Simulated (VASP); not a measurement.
An input for Ansatz (written as the equivalent of a VASP run, and not itself run):

Ansatz 0.2 input:
```yaml
crystal:
  lattice:
    - [0.0000000, 2.9000302, 2.9000302]
    - [2.9000302, 0.0000000, 2.9000302]
    - [2.9000302, 2.9000302, 0.0000000]
  atoms:
    - { symbol: Ca, position: [0.0000000, 0.0000000, 0.0000000] }
    - { symbol: Se, position: [0.5000000, 0.5000000, 0.5000000] }
kpoints:
  mp_grid: { grid: [8, 8, 8] }
hamiltonian:
  xc: lda
  pseudopotentials: { kind: paw }
scf:
  occupations: { method: gaussian, width: 0.05 }
  max_iter: 100
relax:
  max_steps: 40
  f_tol: 0.02
  cell: {}
output: { forces: true, stress: true, eigenvalues: true }
```

**Question.** Write the VASP files for the same calculation (LDA).

**Answer.** Several could match; the one computed here: 
**INCAR**
```
SYSTEM = CaSe
PREC = Accurate
ENCUT = 500
EDIFF = 1E-6
NELM = 100
ALGO = Normal
LREAL = .FALSE.
LASPH = .TRUE.
ISMEAR = 0
SIGMA = 0.05
LMAXMIX = 4
LWAVE = .FALSE.
LCHARG = .FALSE.
IBRION = 2
ISIF = 3
NSW = 40
EDIFFG = -0.02
```

KPOINTS:
```
Automatic mesh
0
Gamma
8 8 8
0 0 0
```

**POSCAR**
```
CaSe
1.0
  0.0000000000   2.9000301562   2.9000301562
  2.9000301562   0.0000000000   2.9000301562
  2.9000301562   2.9000301562   0.0000000000
Ca Se
1 1
direct
  0.0000000000   0.0000000000   0.0000000000
  0.5000000000   0.5000000000   0.5000000000
```

POTCAR, in this order: Ca_sv Se (LDA.64 set). Program: vasp_std.

What does not carry over: each code has its own PAW files, so the cut-off isn't converted (ENCUT is set for VASP's; basis.ecutwfc is left out, and Ansatz then takes the one that its files recommend); Ansatz stops its SCF on the density residual and VASP on the energy change (EDIFF); Ansatz's lda is the Perdew-Wang form, while the LDA potentials of VASP carry Perdew-Zunger's.

The compound is CaSe in the rock salt structure. It was relaxed first, which changed the volume by -6 %.
